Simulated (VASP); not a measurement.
Data:

```
CELL_PARAMETERS angstrom
      0.00000     3.02936     3.02936
      3.02936     0.00000     3.02936
      3.02936     3.02936     0.00000
ATOMIC_POSITIONS crystal
  Ga 0.00000 0.00000 0.00000
  Sb 0.25000 0.25000 0.25000
```

These are SCAN meta-GGA, VASP's PBE PAW potentials (set 64) (plane waves; VASP 6.6.1) values and carry that method's errors. Settings: 520 eV cut-off, 10×10×10 Γ-centred mesh, first-order Methfessel-Paxton smearing of 0.10 eV, potentials Ga_d Sb.

Unless said otherwise, spin-orbit coupling is left out, though it shifts the bands of the heavy elements here.

Task: What does the run give for the energy per atom (σ→0), pressure, band gap (on the k-mesh) with the smallest direct gap where there is one?

Result: 
| Quantity | Value |
|---|---|
| band gap (on the k-mesh) | 0.23 eV |
| smallest direct gap (on the k-mesh) | 0.23 eV |
| energy per atom (σ→0) | -26.958 eV/atom |
| pressure | 1.69 GPa |

The compound is GaSb in the zinc blende structure. This cell is one point of a volume scan, at 0.97 of the reference volume.
